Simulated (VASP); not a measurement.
## What goes wrong when the modes of PtSe2 are computed with a bad input

Aim: see how common mistakes in a phonon run show up, on PtSe2. The starting structure is a measured crystal structure from the Crystallography Open Database.

Program: VASP 6.6.1. Level of theory: Kohn-Sham DFT with plane waves and PAW; LDA. Results are calculated unless marked as measured.

The database entry behind the starting cell is an old determination (1929), so it need not match the best structure at ambient conditions.

**1. The starting structure**

It takes space group P-3m1 (No. 164, trigonal). Conventional cell: a = 3.731 Å, b = 3.731 Å, c = 5.072 Å, α = 90.00°, β = 90.00°, γ = 120.00°. Nearest to Pt lie 6 Se at 2.50 Å. Nearest to Se lie 3 Pt at 2.50 Å. Farther neighbours and most contacts between anions are not listed.

Structure file:

```
Pt Se
1.0
     3.73100    0.00000    0.00000
    -1.86550    3.23114    0.00000
     0.00000    0.00000    5.07200
Pt Se
1 2
Direct
  0.00000 0.00000 0.00000
  0.66667 0.33333 0.75000
  0.33333 0.66667 0.25000
```

**2. Reference modes**

The cell comes from a relaxation at this level, not shown (57.84 Å³).

Contents of INCAR:

```
SYSTEM = PtSe2
PREC = Accurate
ENCUT = 450
EDIFF = 1E-08
NELM = 100
ISMEAR = 1
SIGMA = 0.15
LREAL = .FALSE.
ALGO = Normal
GGA = CA
NBANDS = 17
LORBIT = 11
LWAVE = .FALSE.
LCHARG = .FALSE.
KPAR = 2
IBRION = 8
ISIF = 2
```

Contents of POSCAR:

```
PtSe2
1.0
    3.7456164614      0.0000000000      0.0000000000
   -1.8728082307      3.2437990084      0.0000000000
    0.0000000000      0.0000000000      4.7602821918
Pt Se
1 2
Direct
    0.0000000000      0.0000000000      0.0000000000
    0.6666666667      0.3333333333      0.7349594690
    0.3333333333      0.6666666667      0.2650405310
```

Contents of KPOINTS:

```
Automatic mesh
0
Gamma
12 12 8
0 0 0
```

Potentials, in the order of the species: Pt and Se (LDA family, release 64).

The run is started by

```console
mpirun -np 2 vasp_std
```

What it wrote:

```text
[banner, memory and clock lines left out]
running    2 mpi-ranks, on    1 nodes
 distrk:  each k-point on    1 cores,    2 groups
 distr:  one band on    1 cores,    1 groups

 POSCAR found type information on POSCAR PtSe
 POSCAR found :  2 types and       3 ions
 LDA part: xc-table for (Slater(with rela. corr.)+CA(PZ))
 , standard interpolation
 POSCAR, INCAR and KPOINTS ok, starting setup
 FFT: planning ... GRIDC
 FFT: planning ... GRID_SOFT
 FFT: planning ... GRID
 WAVECAR not read
 entering main loop
       N       E                     dE             d eps       ncg     rms          rms(c)
DAV:   1     0.991737407933E+02    0.99174E+02   -0.93945E+03  4526   0.101E+03
DAV:   2    -0.136393918060E+02   -0.11281E+03   -0.10965E+03  5636   0.210E+02
DAV:   3    -0.178581184310E+02   -0.42187E+01   -0.41930E+01  5285   0.415E+01
DAV:   4    -0.178884666235E+02   -0.30348E-01   -0.30336E-01  5781   0.382E+00
DAV:   5    -0.178887586419E+02   -0.29202E-03   -0.29201E-03  5472   0.352E-01    0.130E+01
DAV:   6    -0.173295334070E+02    0.55923E+00   -0.44320E+00  4521   0.190E+01    0.804E+00
DAV:   7    -0.171216409954E+02    0.20789E+00   -0.85115E-01  4529   0.925E+00    0.398E+00
DAV:   8    -0.170938844390E+02    0.27757E-01   -0.58941E-02  4897   0.171E+00    0.795E-01
DAV:   9    -0.170909414317E+02    0.29430E-02   -0.68154E-03  4985   0.776E-01    0.205E-01
DAV:  10    -0.170909081615E+02    0.33270E-04   -0.11530E-03  5118   0.211E-01    0.383E-02
DAV:  11    -0.170909043130E+02    0.38485E-05   -0.45272E-05  5596   0.518E-02    0.261E-02
DAV:  12    -0.170909033223E+02    0.99063E-06   -0.44976E-06  5015   0.124E-02    0.339E-03
DAV:  13    -0.170909032303E+02    0.92063E-07   -0.44243E-07  5455   0.534E-03    0.136E-03
DAV:  14    -0.170909032300E+02    0.28194E-09   -0.35232E-08  4666   0.135E-03
   1 F= -.17090903E+02 E0= -.17090921E+02  d E =0.521259E-04
 Linear response reoptimize wavefunctions to high precision
DAV:   1    -0.170909032302E+02   -0.18281E-09   -0.23144E-09  3377   0.382E-04
DAV:   2    -0.170909032302E+02   -0.33424E-10   -0.11824E-10  2415   0.792E-05
 Linear response DOF=           4
 Linear response progress:
  Degree of freedom:   1/  4
       N       E                     dE             d eps       ncg     rms          rms(c)
RMM:   1    -0.257561408127E+00   -0.25756E+00   -0.26207E-01 18483   0.329E+00
RMM:   2    -0.249583853145E+00    0.79776E-02   -0.72650E-03 16344   0.508E-01    0.191E-01
RMM:   3    -0.249439595324E+00    0.14426E-03   -0.36746E-04 17868   0.114E-01    0.114E-01
RMM:   4    -0.249904130513E+00   -0.46454E-03   -0.48101E-04 18557   0.117E-01    0.206E-02
RMM:   5    -0.249956296448E+00   -0.52166E-04   -0.32208E-05 18093   0.344E-02    0.897E-03
RMM:   6    -0.249999465077E+00   -0.43169E-04   -0.60135E-07 18938   0.520E-03    0.141E-03
RMM:   7    -0.249987686690E+00    0.11778E-04   -0.54095E-08 19072   0.162E-03    0.943E-04
RMM:   8    -0.249976916074E+00    0.10771E-04   -0.25269E-07 19200   0.689E-04    0.325E-04
RMM:   9    -0.249973661720E+00    0.32544E-05   -0.11271E-07 18694   0.884E-04    0.147E-04
RMM:  10    -0.249974053697E+00   -0.39198E-06   -0.11566E-07 18582   0.377E-04    0.247E-05
RMM:  11    -0.249974266125E+00   -0.21243E-06   -0.43428E-08 19846   0.161E-04    0.103E-05
RMM:  12    -0.249974288569E+00   -0.22444E-07   -0.49681E-08 20084   0.126E-04    0.101E-06
RMM:  13    -0.249974312822E+00   -0.24253E-07   -0.20469E-08 20162   0.112E-04    0.149E-06
RMM:  14    -0.249974302146E+00    0.10677E-07   -0.17127E-08 17350   0.106E-04    0.924E-07
RMM:  15    -0.249974286872E+00    0.15274E-07   -0.15272E-08 16532   0.106E-04    0.131E-07
RMM:  16    -0.249974247627E+00    0.39245E-07   -0.14239E-08 11160   0.105E-04    0.896E-08
 first order change of Fermi-energy   0.50022E-03
 force on displaced ion       1 direction 1 : -15.130   0.000   0.000
 Linear response progress:
  Degree of freedom:   2/  4
       N       E                     dE             d eps       ncg     rms          rms(c)
RMM:   1    -0.271604820486E+00   -0.27160E+00   -0.26926E-01  7692   0.331E+00
RMM:   2    -0.262794219616E+00    0.88106E-02   -0.71493E-03  6691   0.533E-01    0.203E-01
RMM:   3    -0.262463000980E+00    0.33122E-03   -0.66438E-04  7301   0.141E-01    0.117E-01
RMM:   4    -0.262711789244E+00   -0.24879E-03   -0.42931E-04  7498   0.108E-01    0.356E-02
RMM:   5    -0.262853023819E+00   -0.14123E-03   -0.91846E-06  7593   0.202E-02    0.143E-02
RMM:   6    -0.262906693050E+00   -0.53669E-04   -0.37698E-06  7163   0.104E-02    0.215E-03
RMM:   7    -0.262886380363E+00    0.20313E-04   -0.15430E-07  7726   0.214E-03    0.684E-04
RMM:   8    -0.262878054687E+00    0.83257E-05   -0.36774E-08  7781   0.628E-04    0.840E-05
RMM:   9    -0.262878361452E+00   -0.30676E-06   -0.21946E-08  7890   0.209E-04    0.406E-05
RMM:  10    -0.262878297377E+00    0.64074E-07   -0.10683E-09  8041   0.141E-04    0.147E-05
RMM:  11    -0.262878188510E+00    0.10887E-06   -0.49548E-09  8185   0.114E-04    0.449E-06
RMM:  12    -0.262878247482E+00   -0.58972E-07    0.88308E-09  7728   0.109E-04    0.946E-07
RMM:  13    -0.262878234452E+00    0.13030E-07   -0.24126E-09  7060   0.107E-04    0.363E-07
RMM:  14    -0.262878257653E+00   -0.23201E-07   -0.81868E-09  4755   0.107E-04    0.148E-07
RMM:  15    -0.262878251393E+00    0.62600E-08   -0.70090E-09  4296   0.107E-04    0.426E-08
 first order change of Fermi-energy  -0.37654E-03
 force on displaced ion       1 direction 3 :   0.000   0.000 -15.473
 Linear response progress:
  Degree of freedom:   3/  4
       N       E                     dE             d eps       ncg     rms          rms(c)
RMM:   1    -0.781909377971E-01   -0.78191E-01    0.58142E-02 47858   0.153E+00
RMM:   2    -0.767750484582E-01    0.14159E-02   -0.16291E-03 30884   0.242E-01    0.107E-01
RMM:   3    -0.766465206080E-01    0.12853E-03   -0.45455E-05 33483   0.392E-02    0.610E-02
RMM:   4    -0.765848582181E-01    0.61662E-04   -0.24113E-05 34385   0.299E-02    0.678E-03
RMM:   5    -0.765883805671E-01   -0.35223E-05   -0.11710E-06 34523   0.520E-03    0.128E-03
RMM:   6    -0.765882083793E-01    0.17219E-06   -0.22445E-07 34893   0.147E-03    0.367E-04
RMM:   7    -0.765870147112E-01    0.11937E-05    0.29793E-08 35298   0.466E-04    0.756E-05
RMM:   8    -0.765868068157E-01    0.20790E-06   -0.25647E-10 35525   0.130E-04    0.332E-05
RMM:   9    -0.765866613630E-01    0.14545E-06   -0.26741E-08 35932   0.937E-05    0.737E-06
RMM:  10    -0.765866777476E-01   -0.16385E-07   -0.95101E-08 36379   0.788E-05    0.299E-06
RMM:  11    -0.765866547667E-01    0.22981E-07   -0.55896E-08 33031   0.748E-05    0.779E-07
RMM:  12    -0.765867192089E-01   -0.64442E-07   -0.44881E-08 26982   0.732E-05    0.330E-07
RMM:  13    -0.765867021193E-01    0.17090E-07   -0.45333E-08 24470   0.731E-05    0.997E-08
 first order change of Fermi-energy  -0.57788E-06
 force on displaced ion       2 direction 1 :  -7.744  -0.001  -0.000
 Linear response progress:
  Degree of freedom:   4/  4
       N       E                     dE             d eps       ncg     rms          rms(c)
RMM:   1    -0.919680189079E-01   -0.91968E-01    0.52098E-02 10409   0.150E+00
RMM:   2    -0.895978075207E-01    0.23702E-02   -0.18639E-03  7035   0.258E-01    0.158E-01
RMM:   3    -0.893931357320E-01    0.20467E-03   -0.18776E-04  7588   0.694E-02    0.105E-01
RMM:   4    -0.892889436412E-01    0.10419E-03   -0.56648E-05  7515   0.453E-02    0.544E-02
RMM:   5    -0.892401485141E-01    0.48795E-04   -0.17138E-05  7635   0.232E-02    0.837E-03
RMM:   6    -0.892478851310E-01   -0.77366E-05   -0.13665E-06  7674   0.359E-03    0.281E-03
RMM:   7    -0.892529636995E-01   -0.50786E-05   -0.19886E-07  7624   0.221E-03    0.744E-04
RMM:   8    -0.892517464380E-01    0.12173E-05    0.36356E-08  7823   0.549E-04    0.154E-04
RMM:   9    -0.892514803678E-01    0.26607E-06   -0.14073E-08  7892   0.143E-04    0.480E-05
RMM:  10    -0.892514393898E-01    0.40978E-07   -0.43505E-08  8006   0.111E-04    0.803E-06
RMM:  11    -0.892514723858E-01   -0.32996E-07   -0.70323E-08  8124   0.848E-05    0.268E-06
RMM:  12    -0.892514739602E-01   -0.15744E-08   -0.24753E-08  7251   0.803E-05    0.549E-07
 first order change of Fermi-energy   0.89178E+00
 force on displaced ion       2 direction 3 :  -0.000   0.000 -10.075
 Linear response finished
```

Elapsed: 17 min, on 2 MPI ranks of AMD EPYC 7R43, shared host; peak memory 2.2 GiB.

Lines that name or quote the potential files are left out of all logs, and their timing lines are given in words.

Parts of OUTCAR (step 2):

```text
ion  position               nearest neighbor table
   1  0.000  0.000  0.000-   2 2.50   3 2.50   3 2.50   2 2.50   2 2.50   3 2.50
   2  0.667  0.333  0.735-   1 2.50   1 2.50   1 2.50
   3  0.333  0.667  0.265-   1 2.50   1 2.50   1 2.50

  LATTYP: Found a hexagonal cell.
 ALAT       =     3.7456164614
 C/A-ratio  =     1.2708941881

 Subroutine GETGRP returns: Found 12 space group operations
 (whereof 12 operations were pure point group operations)

The static configuration has the point symmetry D_3d.

 Found    131 irreducible k-points:

   k-points           NKPTS =    131   k-points in BZ     NKDIM =    131   number of bands    NBANDS=     17

   dimension x,y,z NGX =    28 NGY =   28 NGZ =   36
   dimension x,y,z NGXF=    56 NGYF=   56 NGZF=   72

   ENCUT  =  450.0 eV  33.07 Ry    5.75 a.u.   6.48  6.48  8.23*2*pi/ulx,y,z

   NELECT =      22.0000    total number of electrons

 k-points in reciprocal lattice and weights: Automatic mesh
   0.00000000  0.00000000  0.00000000       0.001
   0.08333333 -0.00000000  0.00000000       0.005
   0.16666667 -0.00000000  0.00000000       0.005
   0.25000000 -0.00000000  0.00000000       0.005
   0.33333333 -0.00000000  0.00000000       0.005
   0.41666667  0.00000000  0.00000000       0.005
   0.50000000 -0.00000000  0.00000000       0.003
   0.08333333  0.08333333  0.00000000       0.005
   0.16666667  0.08333333  0.00000000       0.010
[...]
0.33333333  0.25000000  0.50000000       0.010
   0.33333333  0.33333333  0.50000000       0.002

 average (electrostatic) potential at core
       1 -68.0406       2 -58.3011       3 -58.3011

  Total        0.0024740      0.0024740      0.0024227      0.0000000      0.0000000      0.0000000
  in kB        0.0685326      0.0685326      0.0671116      0.0000000      0.0000000      0.0000000
  external PRESSURE =       0.0680589 kB  Pullay stress =       0.0000000 kB

  energy-cutoff  :      450.00
  volume of cell :       57.84
      direct lattice vectors                 reciprocal lattice vectors
     3.745616461  0.000000000  0.000000000     0.266978750  0.154140253  0.000000000
    -1.872808231  3.243799008  0.000000000     0.000000000  0.308280506  0.000000000
     0.000000000  0.000000000  4.760282192     0.000000000  0.000000000  0.210071580

 POSITION                                       TOTAL-FORCE (eV/Angst)
 -----------------------------------------------------------------------------------
      0.00000      0.00000      0.00000        -0.000000      0.000000      0.000000
      1.87281      1.08127      3.49861         0.000000     -0.000000     -0.001361
     -0.00000      2.16253      1.26167        -0.000000      0.000000      0.001361
 -----------------------------------------------------------------------------------
    total drift:                                0.000000     -0.000000      0.000000

 Eigenvectors and eigenvalues of the dynamical matrix
 ----------------------------------------------------

   1 f  =    6.582086 THz    41.356467 2PiTHz  219.554763 cm-1    27.221309 meV
             X         Y         Z           dx          dy          dz
      0.000000  0.000000  0.000000    -0.000000   -0.000000   -0.668915
      1.872808  1.081266  3.498614     0.000000    0.000000    0.525620
     -0.000000  2.162533  1.261668     0.000000    0.000000    0.525620

   2 f  =    6.508993 THz    40.897212 2PiTHz  217.116649 cm-1    26.919022 meV
             X         Y         Z           dx          dy          dz
      0.000000  0.000000  0.000000     0.668888   -0.000079   -0.000000
      1.872808  1.081266  3.498614    -0.525637    0.000062    0.000000
     -0.000000  2.162533  1.261668    -0.525637    0.000062    0.000000

   3 f  =    6.508993 THz    40.897212 2PiTHz  217.116649 cm-1    26.919022 meV
             X         Y         Z           dx          dy          dz
      0.000000  0.000000  0.000000     0.000079    0.668888   -0.000000
      1.872808  1.081266  3.498614    -0.000062   -0.525637    0.000000
     -0.000000  2.162533  1.261668    -0.000062   -0.525637    0.000000

   4 f  =    6.199438 THz    38.952217 2PiTHz  206.790988 cm-1    25.638803 meV
             X         Y         Z           dx          dy          dz
      0.000000  0.000000  0.000000     0.000000    0.000000   -0.000000
      1.872808  1.081266  3.498614    -0.000000   -0.000000    0.707107
     -0.000000  2.162533  1.261668    -0.000000   -0.000000   -0.707107

   5 f  =    4.952249 THz    31.115900 2PiTHz  165.189255 cm-1    20.480848 meV
             X         Y         Z           dx          dy          dz
      0.000000  0.000000  0.000000    -0.000000    0.000000    0.000000
      1.872808  1.081266  3.498614    -0.707107   -0.000021   -0.000000
     -0.000000  2.162533  1.261668     0.707107    0.000021    0.000000

   6 f  =    4.952249 THz    31.115900 2PiTHz  165.189255 cm-1    20.480848 meV
             X         Y         Z           dx          dy          dz
      0.000000  0.000000  0.000000    -0.000000   -0.000000    0.000000
      1.872808  1.081266  3.498614    -0.000021    0.707107    0.000000
     -0.000000  2.162533  1.261668     0.000021   -0.707107    0.000000

   7 f/i=    0.000304 THz     0.001907 2PiTHz    0.010124 cm-1     0.001255 meV
             X         Y         Z           dx          dy          dz
      0.000000  0.000000  0.000000    -0.640793    0.376793   -0.000000
      1.872808  1.081266  3.498614    -0.407714    0.239740   -0.000000
     -0.000000  2.162533  1.261668    -0.407714    0.239740   -0.000000

   8 f/i=    0.000304 THz     0.001907 2PiTHz    0.010124 cm-1     0.001255 meV
             X         Y         Z           dx          dy          dz
      0.000000  0.000000  0.000000    -0.376793   -0.640793    0.000000
      1.872808  1.081266  3.498614    -0.239740   -0.407714    0.000000
     -0.000000  2.162533  1.261668    -0.239740   -0.407714    0.000000

   9 f/i=    0.000539 THz     0.003387 2PiTHz    0.017979 cm-1     0.002229 meV
             X         Y         Z           dx          dy          dz
      0.000000  0.000000  0.000000     0.000000   -0.000000   -0.743339
      1.872808  1.081266  3.498614     0.000000   -0.000000   -0.472994
     -0.000000  2.162533  1.261668     0.000000   -0.000000   -0.472994

 ELASTIC MODULI CONTR FROM IONIC RELAXATION (kBar)
 Direction    XX          YY          ZZ          XY          YZ          ZX
 --------------------------------------------------------------------------------
 XX        -584.7747   -370.7982   -536.3016      0.0000    229.7302     -0.0000
 YY        -370.7982   -584.7747   -536.3016      0.0000   -229.7302     -0.0000
 ZZ        -536.3016   -536.3016   -601.9833      0.0000      0.0000     -0.0000
 XY           0.0000      0.0000      0.0000   -106.9883     -0.0000    208.8670
 YZ         229.7302   -229.7302      0.0000     -0.0000   -493.2875      0.0000
 ZX          -0.0000     -0.0000     -0.0000    208.8670      0.0000   -407.7590
 --------------------------------------------------------------------------------
```

Energies printed during the response cycles are not total energies of the cell.

Reference: the zone-centre modes are A2u 219.6, Eu 217.1, A1g 206.8, Eg 165.2 cm⁻¹.

**3. Modes with finite displacements, else as the reference**

Against step 2 the input has IBRION = 6, NFREE = 2 and POTIM = 0.015 (also changed: NSW).

Edit INCAR of step 2 so:

```diff
@@ -15,3 +15,6 @@
 KPAR = 2
-IBRION = 8
+IBRION = 6
+NFREE = 2
+POTIM = 0.015
+NSW = 1
 ISIF = 2
```

POSCAR is that of step 2.

KPOINTS is that of step 2.

The run is started by

```console
mpirun -np 2 vasp_std
```

What it wrote:

```text
[... set-up lines as in an earlier step ...]
 entering main loop
       N       E                     dE             d eps       ncg     rms          rms(c)
[... 14 cycles as in an earlier step ...]
   1 F= -.17090903E+02 E0= -.17090921E+02  d E =0.521259E-04
[... from here on, the cycles between the ionic steps are left out ...]
   2 F= -.17089201E+02 E0= -.17089223E+02  d E =0.645666E-04
   3 F= -.17089201E+02 E0= -.17089223E+02  d E =0.645882E-04
   4 F= -.17089163E+02 E0= -.17089182E+02  d E =0.554634E-04
   5 F= -.17089163E+02 E0= -.17089182E+02  d E =0.554619E-04
   6 F= -.17090032E+02 E0= -.17090045E+02  d E =0.381240E-04
   7 F= -.17090032E+02 E0= -.17090045E+02  d E =0.381289E-04
   8 F= -.17089740E+02 E0= -.17089738E+02  d E =-.552725E-05
   9 F= -.17089801E+02 E0= -.17089836E+02  d E =0.104722E-03
 Finite differences progress:
  Degree of freedom:   4/  4
  Displacement:        2/  2
  Total:               8/  8
```

It took 12 min on 2 MPI ranks; peak memory 1.4 GiB; 24 min of CPU time.

From OUTCAR (step 3):

```text
  Total       -0.1490079     -0.1490079     -0.1701882     -0.0000000      0.0000000      0.0000000
  in kB       -4.1277184     -4.1277184     -4.7144399     -0.0000000      0.0000000      0.0000000
  external PRESSURE =      -4.3232922 kB  Pullay stress =       0.0000000 kB

 POSITION                                       TOTAL-FORCE (eV/Angst)
 -----------------------------------------------------------------------------------
      0.00000      0.00000      0.00000        -0.000000      0.000000     -0.114503
      1.87281      1.08127      3.48361        -0.000000      0.000000      0.148009
     -0.00000      2.16253      1.26167         0.000000     -0.000000     -0.033506
 -----------------------------------------------------------------------------------
    total drift:                               -0.000000     -0.000000      0.000005

  FREE ENERGIE OF THE ION-ELECTRON SYSTEM (eV)
  ---------------------------------------------------
  free  energy   TOTEN  =       -17.0898007750 eV

  energy  without entropy=      -17.0899054965  energy(sigma->0) =      -17.08983568

[... 2 parts as in an earlier step ...]

[... 1 further part left out ...]
[key lines of the parts left out:]
E-fermi :   7.0586
```

The last energy, forces and stress in OUTCAR belong to the last displaced cell, not to that of POSCAR.

With finite displacements, else as the reference the modes are A2u 219.5, Eu 217.2, A1g 206.8, Eg 165.1 cm⁻¹; the largest shift is -0.1 cm⁻¹, in A2u, from the reference.

(Continued in part 2 of 2.)

[Lines on the potential files, build, host, timing and source positions are cut from VASP's logs without a mark.]

[Logs are printed without paths, hosts, clocks, repeated set-up lines and the standing remarks that a program may print on its own settings, such as how far it seeks lower states.]

[Hosts, paths, dates, database ids (printed as entryN), source tags and the programs' standing remarks are cut or masked in the printed files.]
